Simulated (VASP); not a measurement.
# GW on AlN, part 6 of 7

Aim: the quasiparticle gap of AlN, and what it costs to get it. The cell is of the zinc-blende type, one of the forms listed for this formula. The start is a computed cell from the Materials Project.

VASP 6.6.1, plane waves and PAW; the level of theory is named at each step.

So far, quasiparticle gap on the mesh (eV): step 4 (evGW0, evGW0 on LDA) 5.06; step 5 (evGW, evGW on LDA) 5.50; step 6 (QPGW0, QPGW0 on LDA) 5.31. Also gap on the k-mesh (eV): step 3 (empty bands, functional LDA) 3.22.

## (7) Orbitals for another starting point

This step: LDA; plane waves and PAW (Al_GW, N_GW) (VASP 6.6.1).

A hybrid converges faster from good orbitals, so a cheap LDA run writes WAVECAR first.

INCAR

```
SYSTEM = AlN
PREC = Accurate
ENCUT = 450
EDIFF = 1E-05
NELM = 100
ISMEAR = 0
SIGMA = 0.01
LREAL = .FALSE.
ALGO = Normal
GGA = CA
NBANDS = 10
LORBIT = 11
LWAVE = .TRUE.
LCHARG = .FALSE.
KPAR = 4
```

POSCAR

```
AlN
1.0
    0.0000000000      2.1839935596      2.1839935596
    2.1839935596      0.0000000000      2.1839935596
    2.1839935596      2.1839935596      0.0000000000
Al N
1 1
Direct
    0.0000000000      0.0000000000      0.0000000000
    0.2500000000      0.2500000000      0.2500000000
```

KPOINTS

```
Automatic mesh
0
Gamma
6 6 6
0 0 0
```

The projector-augmented-wave data sets are Al_GW and N_GW (LDA family, release 64).

Started as:

```
mpirun -np 4 vasp_std
```

The program printed:

```text
[... set-up lines as in an earlier step ...]
 entering main loop
       N       E                     dE             d eps       ncg     rms          rms(c)
[... 9 cycles as in an earlier step ...]
DAV:  10    -0.163913369797E+02   -0.18515E-04   -0.70573E-05   404   0.917E-02    0.134E-02
DAV:  11    -0.163913352308E+02    0.17489E-05   -0.32708E-06   220   0.238E-02
   1 F= -.16391335E+02 E0= -.16391335E+02  d E =-.271854E-69
 writing wavefunctions
```

Run time: 1.4 s. Hardware: 4 MPI ranks of AMD EPYC 9R45, shared host; peak memory 0.41 GiB.

Parts of OUTCAR (step 7):

```text
   NELECT =       8.0000    total number of electrons

 E-fermi :   4.9643

 k-point     2 :       0.1667    0.0000    0.0000
  band No.  band energies     occupation
      1      -9.5841      2.00000
      2       2.9902      2.00000
      3       4.7072      2.00000
      4       4.7072      2.00000
      5      10.4525      0.00000
      6      16.2745      0.00000
      7      17.3339      0.00000
      8      17.3339      0.00000
      9      20.5562      0.00000
    ...

  Total       -0.6880654     -0.6880654     -0.6880654      0.0000000     -0.0000000      0.0000000
  in kB      -52.9122553    -52.9122553    -52.9122553      0.0000000     -0.0000000      0.0000000
  external PRESSURE =     -52.9122553 kB  Pullay stress =       0.0000000 kB

  FREE ENERGIE OF THE ION-ELECTRON SYSTEM (eV)
  ---------------------------------------------------
  free  energy   TOTEN  =       -16.3913352308 eV

  energy  without entropy=      -16.3913352308  energy(sigma->0) =      -16.39133523

[... 11 parts as in an earlier step ...]

[... 7 further parts left out ...]
```

Numbers from this step:

| Item | Value |
| --- | --- |
| Fermi energy | 4.964 eV |
| pressure | -5.291 GPa |

The run ends at a pressure of -5.29 GPa.

## (8) Another starting point

This step: HSE06; plane waves and PAW (Al_GW, N_GW) (VASP 6.6.1).

To see how much the result owes to its start, the ground state is made again with HSE06. EDIFF is tight for accurate orbitals, and a narrow smearing avoids fractional occupations.

INCAR

```
SYSTEM = AlN
PREC = Accurate
ENCUT = 450
EDIFF = 1E-08
NELM = 100
ISMEAR = 0
SIGMA = 0.01
LREAL = .FALSE.
ALGO = Normal
LHFCALC = .TRUE.
AEXX = 0.25
GGA = PE
HFSCREEN = 0.2
LASPH = .TRUE.
NBANDS = 10
PRECFOCK = Fast
LORBIT = 11
LWAVE = .TRUE.
LCHARG = .FALSE.
KPAR = 4
```

POSCAR is that of step 7.

KPOINTS is that of step 7.

The run starts from files that an earlier step left in the folder.

Started as:

```
mpirun -np 4 vasp_std
```

The program printed:

```text
[banner, memory and clock lines left out]
running    4 mpi-ranks, on    1 nodes
 distrk:  each k-point on    1 cores,    4 groups
 distr:  one band on    1 cores,    1 groups

 POSCAR found type information on POSCAR AlN
 POSCAR found :  2 types and       2 ions
|                                                                             |
|               ----> ADVICE to this user running VASP <----                  |
|                                                                             |
|     You enforced a specific xc type in the INCAR file but a different       |
|     [... a line on the potential file left out ...]
|     I HOPE YOU KNOW WHAT YOU ARE DOING!                                     |
|                                                                             |

 LDA part: xc-table for (Slater+PW92), standard interpolation
 found WAVECAR, reading the header
 POSCAR, INCAR and KPOINTS ok, starting setup
 FFT: planning ... GRIDC
 FFT: planning ... GRID_SOFT
 FFT: planning ... GRID
 reading WAVECAR
 the WAVECAR file was read successfully
 initial charge from wavefunction
 entering main loop
       N       E                     dE             d eps       ncg     rms          rms(c)
DAV:   1    -0.174465779020E+02   -0.17447E+02   -0.77776E-01   328   0.974E+00    0.547E-01
DAV:   2    -0.174454442930E+02    0.11336E-02   -0.97962E-03   454   0.111E+00    0.362E-01
DAV:   3    -0.174435226842E+02    0.19216E-02   -0.48232E-03   410   0.393E-01    0.240E-01
DAV:   4    -0.174431473593E+02    0.37532E-03   -0.41593E-04   368   0.156E-01    0.150E-01
DAV:   5    -0.174429642734E+02    0.18309E-03   -0.82622E-05   352   0.143E-01    0.825E-02
DAV:   6    -0.174429075900E+02    0.56683E-04   -0.32391E-05   384   0.828E-02    0.448E-02
DAV:   7    -0.174428891695E+02    0.18421E-04   -0.66138E-06   352   0.368E-02    0.256E-02
DAV:   8    -0.174428831546E+02    0.60149E-05   -0.26685E-06   390   0.187E-02    0.150E-02
DAV:   9    -0.174428815513E+02    0.16033E-05   -0.90535E-07   360   0.115E-02    0.886E-03
DAV:  10    -0.174428809193E+02    0.63197E-06   -0.26965E-07   384   0.743E-03    0.515E-03
DAV:  11    -0.174428806131E+02    0.30622E-06   -0.88193E-08   356   0.443E-03    0.298E-03
DAV:  12    -0.174428805134E+02    0.99733E-07   -0.30529E-08   334   0.255E-03    0.173E-03
DAV:  13    -0.174428804348E+02    0.78619E-07   -0.10310E-08   178   0.146E-03    0.101E-03
DAV:  14    -0.174428804253E+02    0.94258E-08   -0.45470E-09   178   0.854E-04
   1 F= -.17442880E+02 E0= -.17442880E+02  d E =-.128849E-17
 writing wavefunctions
```

Wall time 50 s (4 MPI ranks); peak memory 0.85 GiB; 3.3 min of CPU time.

From OUTCAR (step 8):

```text
   k-points           NKPTS =     16   k-points in BZ     NKDIM =    216   number of bands    NBANDS=     10

   NELECT =       8.0000    total number of electrons

  exchange ACFDT corr.  =         0.00000000  see jH, gK, PRB 81, 115126

 E-fermi :   4.2271

 k-point     1 :       0.0000    0.0000    0.0000
  band No.  band energies     occupation
      1     -12.2963      2.00000
      2       4.1708      2.00000
      3       4.1708      2.00000
      4       4.1708      2.00000
      5       9.7357      0.00000
      6      18.4051      0.00000
      7      18.4051      0.00000
      8      18.4051      0.00000
      9      23.7050      0.00000
    ...

 POSITION                                       TOTAL-FORCE (eV/Angst)
 -----------------------------------------------------------------------------------
      0.00000      0.00000      0.00000         0.000000      0.000000      0.000000
      1.09200      1.09200      1.09200        -0.000000     -0.000000      0.000000
 -----------------------------------------------------------------------------------
    total drift:                               -0.000001      0.000000     -0.000000

  FREE ENERGIE OF THE ION-ELECTRON SYSTEM (eV)
  ---------------------------------------------------
  free  energy   TOTEN  =       -17.4428804253 eV

  energy  without entropy=      -17.4428804253  energy(sigma->0) =      -17.44288043

[... 7 parts as in an earlier step ...]

[... 9 further parts left out ...]
```

The PAW data sets were made with LDA, a small mismatch for this functional.

Numbers from this step:

- free energy (TOTEN): -17.44 eV
- Fermi energy: 4.227 eV
- gap on the k-mesh: 4.567 eV
- least direct gap on the k-mesh: 5.565 eV

## (9) Empty bands, functional HSE06

The next step needs empty bands that the ground-state run didn't converge, so the Hamiltonian is diagonalised exactly for NBANDS bands, in a single step. LOPTICS writes the k-derivatives of the orbitals (WAVEDER), which give the long-wavelength limit of the screening.

INCAR

```
SYSTEM = AlN
PREC = Accurate
ENCUT = 450
ISMEAR = 0
SIGMA = 0.01
LREAL = .FALSE.
LHFCALC = .TRUE.
AEXX = 0.25
GGA = PE
HFSCREEN = 0.2
LASPH = .TRUE.
NBANDS = 116
PRECFOCK = Fast
ALGO = Exact
NELM = 1
LWAVE = .TRUE.
LCHARG = .FALSE.
LOPTICS = .TRUE.
NEDOS = 1000
CSHIFT = 0.1
```

POSCAR is that of step 8.

KPOINTS is that of step 8.

The run starts from files that an earlier step left in the folder.

Started as:

```
mpirun -np 4 vasp_std
```

The program printed:

```text
[banner, memory and clock lines left out]
running    4 mpi-ranks, on    1 nodes
[...]
[... a notice as in an earlier step ...]

 LDA part: xc-table for (Slater+PW92), standard interpolation
 found WAVECAR, reading the header
  number of bands has changed, file:    10 present:   116
  trying to continue reading WAVECAR, but it might fail
 POSCAR, INCAR and KPOINTS ok, starting setup
[...]
reading WAVECAR
 random initialization beyond band           10
 the WAVECAR file was read successfully
 initial charge from wavefunction
 entering main loop
       N       E                     dE             d eps       ncg     rms          rms(c)
DIA:   1    -0.174428804431E+02   -0.17443E+02    0.00000E+00     0   0.000E+00
   1 F= -.17442880E+02 E0= -.17442880E+02  d E =-.992622E-14
 writing wavefunctions
 optical routines
 imaginary and real dielectric function
 recalculating local potential from charge density
 direction            1
 direction            2
 direction            3
```

The job ended after 3.2 min (4 MPI ranks; peak memory 0.93 GiB; 13 min of CPU time).

From OUTCAR (step 9):

```text
 POSITION                                       TOTAL-FORCE (eV/Angst)
 -----------------------------------------------------------------------------------
      0.00000      0.00000      0.00000        -0.000000     -0.000000     -0.000000
      1.09200      1.09200      1.09200         0.000000      0.000000      0.000000
 -----------------------------------------------------------------------------------
    total drift:                               -0.000001      0.000001     -0.000000

  FREE ENERGIE OF THE ION-ELECTRON SYSTEM (eV)
  ---------------------------------------------------
  free  energy   TOTEN  =       -17.4428804431 eV

  energy  without entropy=      -17.4428804431  energy(sigma->0) =      -17.44288044

[... 2 parts as in an earlier step ...]

[... 1 further part left out ...]
[key lines of the parts left out:]
E-fermi :   4.2186
```

(Part 6 of 7 ends here.)

[Lines on the potential files, build, host, timing and source positions are cut from VASP's logs without a mark.]

[Logs are printed without paths, hosts, clocks, repeated set-up lines and the standing remarks that a program may print on its own settings, such as how far it seeks lower states.]

[Hosts, paths, dates, database ids (printed as entryN), source tags and the programs' standing remarks are cut or masked in the printed files.]

[Pressures printed for these runs are not shown converged in the cutoff: they can be off by several GPa and have the wrong sign.]
